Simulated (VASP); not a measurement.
Consider the following.

```
GaN
1.0
    3.17969     0.00000     0.00000
   -1.58984     2.75369     0.00000
    0.00000     0.00000     5.18531
Ga N
2 2
Cartesian
  0.00000   1.83580   5.18199
  1.58985   0.91790   2.58933
  0.00000   1.83580   1.94782
  1.58985   0.91790   4.54048
```

Level of theory: PBEsol GGA, VASP's PBE PAW potentials (set 64) (plane waves; VASP). Run with 620 eV cut-off, 8×8×5 Γ-centred mesh, Gaussian smearing of 0.050 eV, potentials Ga_d N.

### Question
Predict the energy per atom (σ→0).

### Answer

The energy per atom (σ→0) comes out as -6.568 eV/atom.

The absolute energy has meaning only against runs of the same code, potentials and settings.

The structure was generated: GaN was put into the wurtzite type (P6_3mc), which need not be its known phase. It was relaxed first.
